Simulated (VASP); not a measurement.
ZnCd7O8: band structure with TB-mBJ

The system is ZnCd7O8.

```
Zn Cd O
1.0
    -4.65678    4.65678    0.00000
    -4.65678    0.00000    4.65678
     0.00000    4.65678    4.65678
Zn Cd O
1 7 8
Cartesian
  0.0000 0.0000 0.0000
  -2.3284 2.3284 0.0000
  -2.3284 0.0000 2.3284
  0.0000 2.3284 2.3284
  -4.6568 2.3284 2.3284
  -2.3284 4.6568 2.3284
  -2.3284 2.3284 4.6568
  -4.6568 4.6568 4.6568
  -6.9852 6.9852 6.9852
  -4.6568 4.6568 7.0774
  -4.6568 7.0774 4.6568
  -7.0774 4.6568 4.6568
  -2.2362 4.6568 4.6568
  -4.6568 2.2362 4.6568
  -4.6568 4.6568 2.2362
  -2.3284 2.3284 2.3284
```

The cell was built by a generator and needn't be a form met in nature.

* Program: VASP 6.6.1
* Task: band structure
* Functional: TB-mBJ
* Potentials or basis: VASP PAW PBE potentials, release 64 (Zn, Cd, O)
* Cutoff: 520 eV
* k mesh: 4 × 4 × 4
* Occupations: gaussian, width 0.03 eV
* Spin: spin-orbit coupling, no magnetisation
* Further INCAR settings: ALGO = Normal; EDIFF = 1e-06; NBANDS = 172

```yaml
Valence_electrons_inside_the_program's_atomic_spheres: Zn 10.36; Cd 10.12, 10.06; O 5.21, 5.19
```

Wall time 24 min on 4 MPI ranks on Intel(R) Xeon(R) 6975P-C (Granite Rapids), on a shared host, peak memory 1.4 GiB a rank.
